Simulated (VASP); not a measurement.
OSZICAR of a VASP run on Al3GaN4 (ordered alloy cell):

### OSZICAR
```
       N       E                     dE             d eps       ncg     rms          rms(c)
DAV:   1     0.361029154434E+03    0.36103E+03   -0.19888E+04  5958   0.203E+03
DAV:   2    -0.168990683057E+02   -0.37793E+03   -0.36560E+03  7052   0.492E+02
DAV:   3    -0.665163303615E+02   -0.49617E+02   -0.49067E+02  6744   0.152E+02
DAV:   4    -0.686671916944E+02   -0.21509E+01   -0.21435E+01  8004   0.340E+01
DAV:   5    -0.687116144990E+02   -0.44423E-01   -0.44365E-01  7744   0.461E+00    0.161E+01
DAV:   6    -0.601017944357E+02    0.86098E+01   -0.36497E+01  9150   0.609E+01    0.560E+00
DAV:   7    -0.601445671808E+02   -0.42773E-01   -0.23309E+00  7076   0.112E+01    0.388E+00
DAV:   8    -0.600831702026E+02    0.61397E-01   -0.33684E-01  8304   0.717E+00    0.747E-01
DAV:   9    -0.600665723399E+02    0.16598E-01   -0.80875E-02  9458   0.474E+00    0.391E-01
DAV:  10    -0.600666090094E+02   -0.36669E-04   -0.78548E-03  7288   0.667E-01    0.180E-01
DAV:  11    -0.600667709273E+02   -0.16192E-03   -0.63800E-04  9344   0.304E-01    0.524E-02
DAV:  12    -0.600667831334E+02   -0.12206E-04   -0.14884E-04  7528   0.845E-02    0.165E-02
DAV:  13    -0.600667849321E+02   -0.17988E-05   -0.18505E-05  8100   0.318E-02    0.107E-02
DAV:  14    -0.600667846888E+02    0.24336E-06   -0.26125E-06  8290   0.207E-02    0.544E-03
DAV:  15    -0.600667847959E+02   -0.10709E-06   -0.92132E-07  6710   0.711E-03    0.261E-03
DAV:  16    -0.600667847469E+02    0.49024E-07   -0.12731E-07  3662   0.314E-03
   1 F= -.60066785E+02 E0= -.60066785E+02  d E =0.000000E+00
```

**Question.** Which electronic solver shows in the log?

**Answer.** It is blocked Davidson (ALGO = Normal, or the opening steps of other solvers). The INCAR had ALGO = Normal.

**Question.** Can the final energy be trusted as converged?

**Answer.** The calculation finished and met its thresholds. It stopped with EDIFF = 1E-7, NELM = 100 (PBEsol GGA, plane waves, VASP's PBE PAW potentials (set 64)).

The structure was generated: Al3GaN4 was put into an ordered model structure (Pm), which need not be its known phase. It was relaxed first.
